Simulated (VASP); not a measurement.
Output of a VASP run:

OUTCAR:
```
 ion  position               nearest neighbor table
   1  0.500  0.000  0.763-   3 2.34   4 2.34   3 2.34   4 2.34   2 3.72   2 3.72   2 3.72   2 3.72
                             2 3.89   2 3.89   2 3.89   2 3.89
   2  0.000  0.500  0.237-   3 2.34   4 2.34   4 2.34   3 2.34   1 3.72   1 3.72   1 3.72   1 3.72
                             1 3.89   1 3.89   1 3.89   1 3.89
   3  0.500  0.500  0.000-   1 2.34   2 2.34   1 2.34   2 2.34
   4  0.000  0.000  0.000-   1 2.34   2 2.34   2 2.34   1 2.34
  LATTYP: Found a simple tetragonal cell.
 ALAT       =     4.0210535317
 C/A-ratio  =     1.2538929705
 Subroutine PRICEL returns:
 Original cell was already a primitive cell.
 Subroutine GETGRP returns: Found 16 space group operations
The static configuration has the point symmetry D_2d.
 The point group associated with its full space group is D_4h.
The dynamic configuration has the point symmetry D_2d.
 Subroutine INISYM returns: Found 16 space group operations
 Subroutine IBZKPT returns following result:
 Found     18 irreducible k-points:

 Following reciprocal coordinates:
            Coordinates               Weight
  0.000000  0.000000  0.000000      1.000000
  0.200000  0.000000  0.000000      4.000000
  0.400000  0.000000  0.000000      4.000000
  0.200000  0.200000  0.000000      4.000000
  0.400000  0.200000  0.000000      8.000000
  0.400000  0.400000  0.000000      4.000000
  0.000000  0.000000  0.250000      2.000000
  0.200000  0.000000  0.250000      8.000000
  0.400000  0.000000  0.250000      8.000000
  0.200000  0.200000  0.250000      8.000000
  0.400000  0.200000  0.250000     16.000000
  0.400000  0.400000  0.250000      8.000000
  0.000000  0.000000  0.500000      1.000000
  0.200000  0.000000  0.500000      4.000000
  0.400000  0.000000  0.500000      4.000000
  0.200000  0.200000  0.500000      4.000000
  0.400000  0.200000  0.500000      8.000000
  0.400000  0.400000  0.500000      4.000000
   k-points           NKPTS =     18   k-points in BZ     NKDIM =     18   number of bands    NBANDS=     24
   number of dos      NEDOS =    301   number of ions     NIONS =      4
   total plane-waves  NPLWV =  40960
   dimension x,y,z NGX =    32 NGY =   32 NGZ =   40
   dimension x,y,z NGXF=    64 NGYF=   64 NGZF=   80
   ions per type =               2   2
   PREC   = accura    normal or accurate (medium, high low for compatibility)
   ISTART =      0    job   : 0-new  1-cont  2-samecut
   ICHARG =      2    charge: 1-file 2-atom 10-const
   ISPIN  =      1    spin polarized calculation?
   LNONCOLLINEAR =      F non collinear calculations
   LSORBIT =      F    spin-orbit coupling
   INIWAV =      1    electr: 0-lowe 1-rand  2-diag
   ENCUT  =  580.0 eV  42.63 Ry    6.53 a.u.   7.90  7.90  9.90*2*pi/ulx,y,z
   NELM   =    100;   NELMIN=  2; NELMDL= -5     # of ELM steps
   EDIFF  = 0.1E-05   stopping-criterion for ELM
   LREAL  =      F    real-space projection
   NLSPLINE    = F    spline interpolate recip. space projectors
   LMAXMIX     =    4 max onsite mixed and CHGCAR
   VOSKOWN=      0    Vosko Wilk Nusair interpolation
   EDIFFG = -.2E-01   stopping-criterion for IOM
   NSW    =     60    number of steps for IOM
   NBLOCK =      1;   KBLOCK =     60    inner block; outer block
   IBRION =      2    ionic relax: 0-MD 1-quasi-New 2-CG
   NFREE  =      1    steps in history (QN), initial steepest desc. (CG)
   ISIF   =      3    stress and relaxation
   ISYM   =      2    0-nonsym 1-usesym 2-fastsym
   TEIN   =    0.0    initial temperature
   TEBEG  =    0.0;   TEEND  =   0.0 temperature during run
   SMASS  =  -3.00    Nose mass-parameter (am)
   PSTRESS=    0.0 pullay stress
   NELECT =      40.0000    total number of electrons
   EFERMI =   0.00;   METHOD = LEGACY
   ISMEAR =     0;   SIGMA  =   0.05  broadening in eV -4-tet -1-fermi 0-gaus
   IALGO  =     38    algorithm
   LDIAG  =      T    sub-space diagonalisation (order eigenvalues)
   IMIX   =      4    mixing-type and parameters
     AMIX     =   0.40;   BMIX     =  1.00
     AMIX_MAG =   1.60;   BMIX_MAG =  1.00
     AMIN     =   0.10
...
```

File OSZICAR:
```
       N       E                     dE             d eps       ncg     rms          rms(c)
DAV:   1     0.469160505482E+03    0.46916E+03   -0.21580E+04   864   0.213E+03
DAV:   2     0.409282855065E+02   -0.42823E+03   -0.42149E+03   904   0.512E+02
DAV:   3    -0.239478035202E+02   -0.64876E+02   -0.62902E+02  1216   0.203E+02
DAV:   4    -0.261159943587E+02   -0.21682E+01   -0.21652E+01   944   0.409E+01
DAV:   5    -0.261819640342E+02   -0.65970E-01   -0.65957E-01  1240   0.724E+00    0.124E+01
DAV:   6    -0.216871355044E+02    0.44948E+01   -0.36668E+01  1360   0.457E+01    0.558E+00
DAV:   7    -0.214929063687E+02    0.19423E+00   -0.34955E+00  1104   0.142E+01    0.257E+00
DAV:   8    -0.215047352110E+02   -0.11829E-01   -0.93012E-01  1264   0.695E+00    0.140E+00
DAV:   9    -0.214668796628E+02    0.37856E-01   -0.21914E-01  1344   0.393E+00    0.279E-01
DAV:  10    -0.214692738900E+02   -0.23942E-02   -0.19783E-02  1112   0.910E-01    0.893E-02
DAV:  11    -0.214692270220E+02    0.46868E-04   -0.36641E-03  1448   0.484E-01    0.796E-02
DAV:  12    -0.214691712656E+02    0.55756E-04   -0.32717E-04  1208   0.197E-01    0.473E-02
DAV:  13    -0.214691539287E+02    0.17337E-04   -0.23567E-04  1456   0.119E-01    0.992E-03
DAV:  14    -0.214691518692E+02    0.20595E-05   -0.36995E-05  1328   0.582E-02    0.442E-03
DAV:  15    -0.214691512521E+02    0.61711E-06   -0.55367E-06  1016   0.268E-02
   1 F= -.22400260E+02 E0= -.22400260E+02  d E =-.224003E+02
       N       E                     dE             d eps       ncg     rms          rms(c)
DAV:   1    -0.214713142528E+02   -0.21624E-02   -0.82369E-02   992   0.280E+00    0.201E-01
DAV:   2    -0.214706740909E+02    0.64016E-03   -0.29100E-03  1248   0.774E-01    0.117E-01
DAV:   3    -0.214702921065E+02    0.38198E-03   -0.80361E-04  1272   0.476E-01    0.167E-02
DAV:   4    -0.214702949208E+02   -0.28143E-05   -0.14499E-04  1040   0.157E-01    0.655E-03
DAV:   5    -0.214702940162E+02    0.90453E-06   -0.78600E-06  1224   0.331E-02
   2 F= -.22400670E+02 E0= -.22400670E+02  d E =-.410348E-03
       N       E                     dE             d eps       ncg     rms          rms(c)
DAV:   1    -0.214758565846E+02   -0.55617E-02   -0.31423E-01   976   0.545E+00    0.392E-01
DAV:   2    -0.214734272796E+02    0.24293E-02   -0.11194E-02  1240   0.149E+00    0.228E-01
DAV:   3    -0.214719694104E+02    0.14579E-02   -0.29849E-03  1304   0.920E-01    0.322E-02
DAV:   4    -0.214719856819E+02   -0.16271E-04   -0.53657E-04   984   0.298E-01    0.127E-02
DAV:   5    -0.214719839131E+02    0.17688E-05   -0.32828E-05  1368   0.704E-02    0.454E-03
DAV:   6    -0.214719844098E+02   -0.49669E-06   -0.48013E-06   848   0.355E-02
   3 F= -.22400950E+02 E0= -.22400950E+02  d E =-.690358E-03
       N       E                     dE             d eps       ncg     rms          rms(c)
DAV:   1    -0.214718931306E+02    0.90783E-04   -0.24951E-03   960   0.479E-01    0.353E-02
DAV:   2    -0.214718729228E+02    0.20208E-04   -0.92434E-05  1296   0.138E-01    0.208E-02
DAV:   3    -0.214718613606E+02    0.11562E-04   -0.23488E-05  1288   0.798E-02    0.290E-03
DAV:   4    -0.214718619060E+02   -0.54546E-06   -0.40348E-06   824   0.234E-02
   4 F= -.22400953E+02 E0= -.22400953E+02  d E =-.692936E-03
```

**OUTCAR**
```
------------------------ aborting loop because EDIFF is reached ----------------------------------------
 Edisp (eV)   -0.92909
  FORCE on cell =-STRESS in cart. coord.  units (eV):
  Direction    XX          YY          ZZ          XY          YZ          ZX
  --------------------------------------------------------------------------------------
  Total      -0.04008    -0.04008    -0.06985     0.00000     0.00000     0.00000
  in kB      -0.78595    -0.78595    -1.36979     0.00000     0.00000     0.00000
  external pressure =       -0.98 kB  Pullay stress =        0.00 kB
  volume of cell :       81.70
      direct lattice vectors                 reciprocal lattice vectors
     4.034745462  0.000000000  0.000000000     0.247847109  0.000000000  0.000000000
     0.000000000  4.034745462 -0.000000000     0.000000000  0.247847109 -0.000000000
     0.000000000  0.000000000  5.018446413     0.000000000  0.000000000  0.199264856
 POSITION                                       TOTAL-FORCE (eV/Angst)
 -----------------------------------------------------------------------------------
      2.01737      0.00000      3.82960         0.000000     -0.000000     -0.018127
      0.00000      2.01737      1.18885         0.000000      0.000000      0.018127
      2.01737      2.01737     -0.00000         0.000000     -0.000000      0.000000
      0.00000      0.00000     -0.00000         0.000000      0.000000      0.000000
 -----------------------------------------------------------------------------------
    total drift:                                0.000000     -0.000000     -0.000000
  FREE ENERGIE OF THE ION-ELECTRON SYSTEM (eV)
  ---------------------------------------------------
  free  energy   TOTEN  =       -22.4009526990 eV

  energy  without entropy=      -22.4009526990  energy(sigma->0) =      -22.40095270

 reached required accuracy - stopping structural energy minimisation
```
(Selected blocks of OUTCAR.)

### POSCAR
```
PbO
1
    4.0210535317     0.0000000000     0.0000000000
    0.0000000000     4.0210535317     0.0000000000
    0.0000000000    -0.0000000000     5.0419707576
Pb O
2 2
Direct
  0.5000000000   0.0000000000   0.7627248170
  0.0000000000   0.5000000000   0.2372751830
  0.5000000000   0.5000000000   0.0000000000
  0.0000000000   0.0000000000   0.0000000000
```

**Question.** Write an INCAR and KPOINTS that could have produced this output.

**Answer.** Several could match; the one computed here: the input of the run itself, PBE GGA with D3 dispersion (Becke-Johnson damping), plane waves, VASP's PBE PAW potentials (set 64).

**INCAR**
```
SYSTEM = PbO
PREC = Accurate; ENCUT = 580; LREAL = .FALSE.
LASPH = .TRUE.
EDIFF = 1E-6; NELM = 100; ALGO = Normal
LMAXMIX = 4
ISMEAR = 0; SIGMA = 0.05
GGA = PE; IVDW = 12
IBRION = 2; NSW = 60; ISIF = 3
EDIFFG = -0.02
LWAVE = .FALSE.; LCHARG = .FALSE.
```

### KPOINTS
```
kpoints
0
gamma
 5 5 4
```

POTCAR, in this order: Pb_d O (PBE.64 set). Program: vasp_std.

The compound is PbO in the litharge structure. This run relaxes it. Symmetry was kept, so distortions that lower it aren't found. The start is the result of an earlier pass.
